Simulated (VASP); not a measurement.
## SiC: band structure with LDA

**The experiment to reproduce.**

“Insight into the structural, elastic and electronic properties of a new orthorhombic 6O-SiC polytype”, 2020, pmc:7200658 quotes, for a bulk crystal of SiC: band gap 2.4 eV (indirect).

Crystal: SiC.

```
Si C
1.0
     0.00000    2.16578    2.16578
     2.16578    0.00000    2.16578
     2.16578    2.16578    0.00000
Si C
1 1
Cartesian
  0.0000 0.0000 0.0000
  1.0829 1.0829 1.0829
```

```
Program                : VASP 6.6.1
Task                   : band structure
Functional             : LDA
Potentials or basis    : VASP PAW LDA potentials, release 64 (Si, C)
Cutoff                 : 520 eV
k mesh                 : 12 × 12 × 12
Occupations            : gaussian, width 0.02 eV
Spin                   : no spin polarisation
Further INCAR settings : ALGO = Fast; EDIFF = 1e-07
```

The band gap on the k mesh is 1.29 eV, indirect (least direct gap 4.52 eV) and the band gap along the path is 1.29 eV, indirect (least direct gap 4.52 eV).

Levels at the corners of the path, in eV from the valence-band top:
```tsv
point	band 1	band 2	band 3	band 4	band 5	band 6	band 7	band 8
Γ	-15.46	0.00	0.00	0.00	6.51	7.32	7.32	7.32
X	-10.27	-7.87	-3.23	-3.23	1.29	4.25	14.04	14.07
X	-10.27	-7.87	-3.23	-3.23	1.29	4.25	14.04	14.06
W	-10.02	-7.05	-5.10	-4.78	5.16	9.51	9.54	9.70
W	-10.02	-7.05	-5.10	-4.78	5.16	9.51	9.54	9.70
K	-10.26	-7.32	-5.66	-2.63	3.05	7.75	11.86	12.50
K	-10.26	-7.32	-5.66	-2.63	3.05	7.75	11.86	12.50
Γ	-15.46	0.00	0.00	0.00	6.51	7.32	7.32	7.32
Γ	-15.46	0.00	0.00	0.00	6.51	7.32	7.32	7.32
L	-11.77	-8.66	-1.06	-1.06	5.56	7.20	7.20	10.02
L	-11.77	-8.66	-1.06	-1.06	5.56	7.20	7.20	10.02
U	-10.26	-7.32	-5.66	-2.63	3.05	7.75	11.86	12.50
U	-10.26	-7.32	-5.66	-2.63	3.05	7.75	11.86	12.50
W	-10.02	-7.05	-5.10	-4.78	5.16	9.51	9.54	9.70
W	-10.02	-7.05	-5.10	-4.78	5.16	9.51	9.54	9.70
L	-11.77	-8.66	-1.06	-1.06	5.56	7.20	7.20	10.02
L	-11.77	-8.66	-1.06	-1.06	5.56	7.20	7.20	10.02
K	-10.26	-7.32	-5.66	-2.63	3.05	7.75	11.86	12.50
U	-10.26	-7.32	-5.66	-2.63	3.05	7.75	11.86	12.50
X	-10.27	-7.87	-3.23	-3.23	1.29	4.25	14.04	14.05
```

Wall time 23 s on 1 thread of AMD EPYC 7R13 Processor (Zen 3) (shared host), peak memory 0.11 GiB.

A measured gap of SiC is 2.4 eV (indirect; quoted in “Insight into the structural, elastic and electronic properties of a new orthorhombic 6O-SiC polytype”, 2020, pmc:7200658); the calculated 1.29 eV misses it by -1.11 eV. The value is that of LDA, without temperature or zero-point motion. Semilocal functionals fall short of measured gaps as a rule.

Caveat: the log is that of the step along the path at fixed density, whose energy, stress, charges and moments have no meaning.
